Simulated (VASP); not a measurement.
All values below come from PBEsol GGA, VASP's PBE PAW potentials (set 64) (plane waves; VASP 6.6.1).

VASP input:

File KPOINTS:
```
kpoints
0
Gamma
 13 13 7
0 0 0
```

### POSCAR
```
Mg
1.0
  1.5628704941  -2.7069715381   0.0000000000
  1.5628704941   2.7069715381   0.0000000000
  0.0000000000   0.0000000000   4.9874620653
Mg
2
Direct
  0.3333330000   0.6666670000   0.2500000000
  0.6666670000   0.3333330000   0.7500000000
```

**INCAR**
```
GGA = PS
PREC = Accurate
LASPH = .TRUE.   # aspherical one-centre terms
ENCUT = 520   # plane-wave cut-off (eV)
EDIFFG = -0.01
SIGMA = 0.1
ISMEAR = 1
IBRION = 2   # conjugate gradients
EDIFF = 1E-7
LWAVE = .FALSE.
ALGO = Normal   # blocked Davidson
SYSTEM = Mg
NELM = 100
ISIF = 4   # ions and shape, fixed volume
LREAL = .FALSE.
LCHARG = .FALSE.
NSW = 30   # most ionic steps
```

POTCAR, in this order: Mg (PBE.64 set). Program: vasp_std.

Output

OSZICAR:
```
       N       E                     dE             d eps       ncg     rms          rms(c)
DAV:   1    -0.528176135497E+00   -0.52818E+00   -0.12966E+03  1008   0.476E+02
DAV:   2    -0.341500696987E+01   -0.28868E+01   -0.28441E+01  1344   0.297E+01
DAV:   3    -0.343415342844E+01   -0.19146E-01   -0.18398E-01  1392   0.319E+00
DAV:   4    -0.343422802081E+01   -0.74592E-04   -0.74560E-04  1422   0.160E-01
DAV:   5    -0.343422847551E+01   -0.45470E-06   -0.45482E-06  1392   0.870E-03    0.955E-01
DAV:   6    -0.342327579993E+01    0.10953E-01   -0.39787E-04  1284   0.201E-01    0.607E-01
DAV:   7    -0.341375570165E+01    0.95201E-02   -0.16850E-03  1164   0.362E-01    0.299E-02
DAV:   8    -0.341375611146E+01   -0.40982E-06   -0.12872E-05  1614   0.316E-02    0.624E-03
DAV:   9    -0.341375577971E+01    0.33176E-06   -0.96108E-07  1254   0.651E-03    0.587E-04
DAV:  10    -0.341375570578E+01    0.73925E-07   -0.40299E-09   906   0.529E-04
   1 F= -.34137557E+01 E0= -.34132271E+01  d E =-.341376E+01
       N       E                     dE             d eps       ncg     rms          rms(c)
DAV:   1    -0.341509075722E+01   -0.13350E-02   -0.36419E-03  1368   0.338E-01    0.188E-02
DAV:   2    -0.341508597856E+01    0.47787E-05   -0.20098E-05  1182   0.329E-02    0.116E-02
DAV:   3    -0.341508192606E+01    0.40525E-05   -0.53444E-06  1260   0.990E-03    0.242E-04
DAV:   4    -0.341508194423E+01   -0.18174E-07   -0.78462E-08   960   0.226E-03
   2 F= -.34150819E+01 E0= -.34147951E+01  d E =-.132624E-02
       N       E                     dE             d eps       ncg     rms          rms(c)
DAV:   1    -0.341566920377E+01   -0.58728E-03   -0.41960E-03  1362   0.362E-01    0.209E-02
DAV:   2    -0.341566301467E+01    0.61891E-05   -0.23352E-05  1128   0.354E-02    0.129E-02
DAV:   3    -0.341565798216E+01    0.50325E-05   -0.66705E-06  1218   0.110E-02    0.254E-04
DAV:   4    -0.341565800075E+01   -0.18582E-07   -0.99365E-08   954   0.255E-03
   3 F= -.34156580E+01 E0= -.34156594E+01  d E =-.190229E-02
```

### OUTCAR
```
------------------------ aborting loop because EDIFF is reached ----------------------------------------
  FORCE on cell =-STRESS in cart. coord.  units (eV):
  Direction    XX          YY          ZZ          XY          YZ          ZX
  --------------------------------------------------------------------------------------
  Total        0.7115181      0.7115183      0.7264176      0.0000000      0.0000000     -0.0000000
  in kB       27.0134610     27.0134703     27.5791360      0.0000000      0.0000000     -0.0000000
  external PRESSURE =      27.2020224 kB  Pullay stress =       0.0000000 kB
  volume of cell :       42.20
      direct lattice vectors                 reciprocal lattice vectors
     1.554660899 -2.692752126 -0.000000000     0.321613543 -0.185683634  0.000000000
     1.554660899  2.692752126 -0.000000000     0.321613543  0.185683634  0.000000000
     0.000000000  0.000000000  5.040275016     0.000000000  0.000000000  0.198401872
 POSITION                                       TOTAL-FORCE (eV/Angst)
 -----------------------------------------------------------------------------------
      1.55466      0.89759      1.26007         0.000000      0.000000      0.000000
      1.55466     -0.89759      3.78021        -0.000000     -0.000000     -0.000000
 -----------------------------------------------------------------------------------
    total drift:                               -0.000001     -0.000006      0.000001
  FREE ENERGIE OF THE ION-ELECTRON SYSTEM (eV)
  ---------------------------------------------------
  free  energy   TOTEN  =        -3.4156580007 eV

  energy  without entropy=       -3.4156622932  energy(sigma->0) =       -3.41565943

 reached required accuracy - stopping structural energy minimisation
```
(Selected blocks of OUTCAR.)

CONTCAR:
```
Mg
   1.00000000000000
     1.5546608986557562   -2.6927521264892573   -0.0000000000000000
     1.5546608986557562    2.6927521264892573   -0.0000000000000000
     0.0000000000000000    0.0000000000000000    5.0402750155136848
  Mg
     2
Direct
     0.3333330000000032    0.6666669999999968    0.2500000000000000
     0.6666669999999968    0.3333330000000032    0.7500000000000000
```

The compound is Mg in the hcp structure. This cell is one point of a volume scan, at 0.94 of the reference volume. Symmetry was kept, so distortions that lower it aren't found.
